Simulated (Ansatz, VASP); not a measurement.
# LaBr: VASP beside Ansatz, part 2 of 2

Aim: how closely do two programs agree when they are given the same cell, functional and k mesh? The structure shown is the end of the VASP relaxation below.

VASP 6.6.1 and Ansatz 0.2.0.

So far: The structure; VASP: relaxation, LDA.

## (3) Ansatz: single point, LDA

Level of this step: Ansatz beside VASP: Kohn-Sham DFT, plane waves, LDA (Ansatz).

Ansatz runs on its default PAW (the set named soft_2) files.

The same cell, functional (in two slightly different forms), mesh and smearing now go to Ansatz, which takes its cutoff from its data sets.

input.yaml

```yaml
crystal:
  lattice:
    - [4.13208985, 0.0, 0.0]
    - [-2.06604493, 3.57849478, 0.0]
    - [0.0, 0.0, 43.12368848]
  atoms:
    - { symbol: Br, position: [0.66666667, 0.33333333, 0.81590532] }
    - { symbol: Br, position: [0.66666667, 0.33333333, 0.67552954] }
    - { symbol: Br, position: [0.0, 0.0, 0.57070063] }
    - { symbol: Br, position: [0.0, 0.0, 0.42929937] }
    - { symbol: Br, position: [0.33333333, 0.66666667, 0.32447046] }
    - { symbol: Br, position: [0.33333333, 0.66666667, 0.18409468] }
    - { symbol: La, position: [0.0, 0.0, 0.77476175] }
    - { symbol: La, position: [0.33333333, 0.66666667, 0.7167152] }
    - { symbol: La, position: [0.33333333, 0.66666667, 0.52934415] }
    - { symbol: La, position: [0.66666667, 0.33333333, 0.47065585] }
    - { symbol: La, position: [0.66666667, 0.33333333, 0.2832848] }
    - { symbol: La, position: [0.0, 0.0, 0.22523825] }
hamiltonian:
  xc: lda
  pseudopotentials: { kind: paw }
kpoints:
  mp_grid: { grid: [9, 9, 1] }
scf:
  occupations: { method: gaussian, width: 0.05 }
  n_extra_bands: 7
efield:
  axis: 3
  dipole_correction: true
  ramp_width: 0.04
output:
  forces: true
  eigenvalues: true
```

Run with:

```bash
$ ansatz run input.yaml --threads 4 --pin off --max-ram 9216MiB --backend cpu --events-out ev --progress --plain --runs-dir out
```

Numbers of over 12 decimals in the logs are rounded to 6 here.

Output:

```text
scf.n_extra_bands = 7 over 54 filled bands (N_el = 108.0): the run solves 61 bands
Engine: ansatz 0.2.0, aarch64-unknown-linux-gnu
Pseudopotentials: kind: paw
Pseudopotential: Br, paw, valence charge 7, recommended cutoff 420 eV (normal), Br.paw.azcp
Pseudopotential: La, paw, valence charge 11, recommended cutoff 420 eV (normal), La.paw.azcp
Functional definition: SPW92
  exchange = slater_x
  correlation = pw_c
Crystal: 12 atoms, lattice volume = 637.655 Å³
Basis set: ecut = 420 eV, 12301 PW (Γ)
Bands: 61, of which v1, the nominal top of the filled ones, is band 54 counted from 1 (53 counted from 0)
Symmetry: 6 space group operations
k-points: 12 of 81 (time reversal used)
Non-local potential: Br, projectors of the file, l = 0: 2, l = 1: 2, l = 2: 2
Non-local potential: La, projectors of the file, l = 0: 3, l = 1: 2, l = 2: 2, l = 3: 3
PAW form: soft (Blöchl's): semilocal exchange-correlation on the pseudo side does not see the compensation charge
PAW frozen core: Br, regenerated for the run's functional, and the local potential with it (the file was generated under x = pbe(κ = 0.804, μ = 0.219515), c = pbe(β = 0.066725))
PAW frozen core: La, regenerated for the run's functional, and the local potential with it (the file was generated under x = pbe(κ = 0.804, μ = 0.219515), c = pbe(β = 0.066725))
PAW one-centre angular grid: Br, 110 points (default); XC on 64 Gauss nodes
PAW one-centre angular grid: La, 590 points (default); XC on 64 Gauss nodes
Initial density: superposition of atomic densities (neutral atoms: chi_scale 0, normalization atom), corrected by the library's trained network
Initial wavefunctions: pseudopotential atomic-orbital guess
Functional: x = slater, c = lda
SCF iter   1: F=—  HF=-52633.476694 eV  |F-HF|=—  |Δ(HF+E_count)|=         —  Δρ=5.68e-3  dr2=1.63e-1  ethr=1.77e-3  p=0.000 e·Å  D=5.00e-14 V/Å  ΔV_dip=-0.00 eV  dr2_dipole=2.86e-8  V_vac-E_F(+/−)=3.74/3.74 eV  ⟨swp⟩=7.0  Hψ=3812  notcnv=0
efield: sawtooth ramp at fractional position 0.9800 (placed from the atoms, in the widest stretch of the axis that holds none; the zero of the levels goes with the place), width 0.0400; the density the first Hamiltonian is built on has a dipole p = 0.000 e·Å; the dipole correction subtracts the counter field D = 5.00e-14 V/Å, which shifts the + side's vacuum level by -0.00 eV against the − side's; the planar-averaged density in the ramp window peaks in size at 1.6e-5 e/Å³
preconditioner: auto → LDOS  [metal: Δε(μ)=0.003 eV  Ē_g=10.735 eV  σ=0.050 eV  W_gap=0.03  n_scr=104 (ndim 8)  ℏωp=14.4 eV  f_vac=0.368  D(μ)=6.62/eV (n_scr^D=18)  β→1.0]
SCF iter   2: F=—  HF=-52633.494455 eV  |F-HF|=—  |Δ(HF+E_count)|=   1.78e-2  Δρ=1.91e-3  dr2=7.29e-2  ethr=1.51e-4  p=0.000 e·Å  D=8.66e-6 V/Å  ΔV_dip=-0.00 eV  dr2_dipole=7.31e-7  V_vac-E_F(+/−)=4.38/4.38 eV  ⟨swp⟩=4.9  Hψ=1717  notcnv=0  defer=6
SCF iter   3: F=—  HF=-52633.481612 eV  |F-HF|=—  |Δ(HF+E_count)|=   1.28e-2  Δρ=8.00e-4  dr2=1.77e-2  ethr=6.75e-5  p=-0.000 e·Å  D=-4.24e-6 V/Å  ΔV_dip=0.00 eV  dr2_dipole=4.65e-8  V_vac-E_F(+/−)=4.10/4.10 eV  ⟨swp⟩=4.6  Hψ=1654  notcnv=0  defer=7
SCF iter   4: F=—  HF=-52633.477850 eV  |F-HF|=—  |Δ(HF+E_count)|=   3.76e-3  Δρ=2.44e-4  dr2=6.50e-4  ethr=1.64e-5  p=-0.000 e·Å  D=-5.61e-7 V/Å  ΔV_dip=0.00 eV  dr2_dipole=6.22e-8  V_vac-E_F(+/−)=4.20/4.20 eV  ⟨swp⟩=2.0  Hψ=1010  notcnv=0  defer=7
SCF iter   5: F=—  HF=-52633.477718 eV  |F-HF|=—  |Δ(HF+E_count)|=   1.33e-4  Δρ=6.54e-5  dr2=4.03e-5  ethr=6.02e-7  p=-0.000 e·Å  D=-5.18e-7 V/Å  ΔV_dip=0.00 eV  dr2_dipole=1.13e-8  V_vac-E_F(+/−)=4.21/4.21 eV  ⟨swp⟩=2.8  Hψ=1474  notcnv=0  defer=7
SCF iter   6: F=—  HF=-52633.477693 eV  |F-HF|=—  |Δ(HF+E_count)|=   2.47e-5  Δρ=2.73e-5  dr2=1.54e-5  ethr=3.73e-8  p=0.000 e·Å  D=5.43e-8 V/Å  ΔV_dip=-0.00 eV  dr2_dipole=2.03e-9  V_vac-E_F(+/−)=4.21/4.21 eV  ⟨swp⟩=2.8  Hψ=1446  notcnv=0  defer=6
SCF iter   7: F=—  HF=-52633.477691 eV  |F-HF|=—  |Δ(HF+E_count)|=   2.07e-6  Δρ=7.54e-6  dr2=5.01e-7  ethr=1.43e-8  p=-0.000 e·Å  D=-1.81e-7 V/Å  ΔV_dip=0.00 eV  dr2_dipole=2.37e-10  V_vac-E_F(+/−)=4.21/4.21 eV  ⟨swp⟩=2.0  Hψ=1005  notcnv=0  defer=6
SCF iter   8: F=—  HF=-52633.477691 eV  |F-HF|=—  |Δ(HF+E_count)|=   8.68e-8  Δρ=2.79e-6  dr2=1.16e-7  ethr=9.26e-11  p=0.000 e·Å  D=1.31e-8 V/Å  ΔV_dip=-0.00 eV  dr2_dipole=1.54e-11  V_vac-E_F(+/−)=4.21/4.21 eV  ⟨swp⟩=17.2  Hψ=4093  notcnv=0
SCF iter   9: F=-52633.477691 eV  HF=-52633.477691 eV  |F-HF|=3.74e-9  |Δ(HF+E_count)|=   7.27e-9  Δρ=8.10e-7  dr2=9.77e-9  ethr=9.26e-11  p=-0.000 e·Å  D=-8.57e-9 V/Å  ΔV_dip=0.00 eV  dr2_dipole=3.13e-13  V_vac-E_F(+/−)=4.21/4.21 eV  ⟨swp⟩=5.3  Hψ=2640  notcnv=0
SCF 1 converged in 9 iterations: F = -52633.477691 eV  dr2 = 9.77e-9
  greatest PAW one-centre occupation: 0.971 electrons in one spin orbital (limit 2), on the La atom at site 8 (counted from 0), in its partial waves of l = 0
SCF converged after 9 iterations
Free energy (F): -52633.477691 eV
Harris-Foulkes:  -52633.477691 eV  (|F-HF|=3.74e-9)
Internal energy: -52633.470270 eV  (E = F + TS)
E sigma→0 (E₀):  -52633.473980 eV
Entropy (-TS):   -0.007421 eV (-0.618 meV/atom)
Fermi energy:    3.695834 eV
Dipole field:    D = -0.000000 V/Å  (p = -0.000002 e·Å, saw-weighted, corrected)
Work function:   Φ+ = 4.2109 eV   Φ− = 4.2109 eV
Levels:          The Fermi level and band energies are counted from a zero that moves with the ramp; work functions are not
--- Per-component energies (eV) ---
  E_band       = -970.075612
  E_kinetic    = 1965.041585
  E_local      = -47319.123925  (includes V_loc(G=0)·N_el)
  E_nonlocal   = 1029.313975
  E_hartree    = 22673.041514
  E_xc         = -2397.654376
  E_vxc        = -1513.969849  (∫ρ·V_xc dr)
  E_paw        = -44430.240157  (= ΣΔE_a)
  E_vpaw       = -477.409090  (= ΣTr[D̂ρ^β])
  E_aug_tail   = -0.000002  (compensation charges beyond the density's cutoff)
  E_efield     = 0.000000  (sawtooth field / dipole correction)
  E_vefield    = 0.000000  (∫n·V_field dr)
  E_ewald      = 15842.975750
  E_core_change = 3.175366  (= ΣΔE_core)
  E_smearing   = -0.007421  (= −TS)
  E_closure    = 0.000000  (closes the sum)
  Σ components = -52633.477691   (vs F -52633.477691, Δ=0.00e0)
--- Forces (eV/Å), atoms counted from 1 ---
  atom   1  Br    -0.00000000     0.00000000    -0.00385239
  atom   2  Br     0.00000000    -0.00000000    -0.01366600
  atom   3  Br     0.00000000     0.00000000    -0.01017390
  atom   4  Br    -0.00000000    -0.00000000     0.01017397
  atom   5  Br     0.00000000     0.00000000     0.01366602
  atom   6  Br     0.00000000    -0.00000000     0.00385211
  atom   7  La     0.00000000     0.00000000    -0.00532260
  atom   8  La     0.00000000    -0.00000000    -0.00708600
  atom   9  La    -0.00000000     0.00000000    -0.01894719
  atom  10  La     0.00000000    -0.00000000     0.01894727
  atom  11  La     0.00000000     0.00000000     0.00708640
  atom  12  La     0.00000000    -0.00000000     0.00532267
  max |Σ_I F_I| component: 3.70e-7 eV/Å
--- Band table (eV; the first three rows and the last of 12) ---
  k-point 0: bands = [... 50 lower, 2.8586, 2.8623, 2.9300, 2.9527, 4.2016, 4.2016, 4.2016, 4.2016, ... 3 higher]
  k-point 1: bands = [... 50 lower, 2.9016, 3.0420, 3.1017, 3.1297, 3.8423, 3.8424, 3.8792, 4.2271, ... 3 higher]
  k-point 2: bands = [... 50 lower, 2.9060, 3.2464, 3.2530, 3.2640, 3.6230, 3.6352, 3.6400, 4.3614, ... 3 higher]
  k-point 11: bands = [... 50 lower, 2.9306, 3.6877, 3.6877, 3.6884, 3.6884, 3.6943, 3.6943, 4.8507, ... 3 higher]
```

Run time: 17 s. Hardware: 4 threads of Arm Neoverse V1, shared host; peak memory 1.4 GiB.

The column dr2 measures how far the density is from self-consistency, as an energy; F and HF (Harris–Foulkes) agree once it is small.

## (4) Side by side

Known differences besides the potentials themselves: the two LDA forms differ slightly; the cutoff is 420 eV in Ansatz and 300 eV in VASP (PREC = Normal); VASP's log shows a relativistic correction to its local exchange, Ansatz's none. Total energies have different zeros and are not compared.

At this near-relaxed geometry the largest component of a force difference is 24 meV/Å.

## (5) Results

```yaml
r_m_s_force_difference_single_point_lda: 6.7 meV/Å
```

What this shows: The r.m.s. force difference is 6.7 meV/Å (single point, LDA), within the 12 meV/Å picked in this series as the mark of a large difference. How closely two codes agree says nothing of how well the functional describes the real material.

[Lines on the potential files, build, host, timing and source positions are cut from VASP's logs without a mark.]

[Logs are printed without paths, hosts, clocks, repeated set-up lines and the standing remarks that a program may print on its own settings, such as how far it seeks lower states.]

[Hosts, paths, dates, database ids (printed as entryN), source tags and the programs' standing remarks are cut or masked in the printed files.]
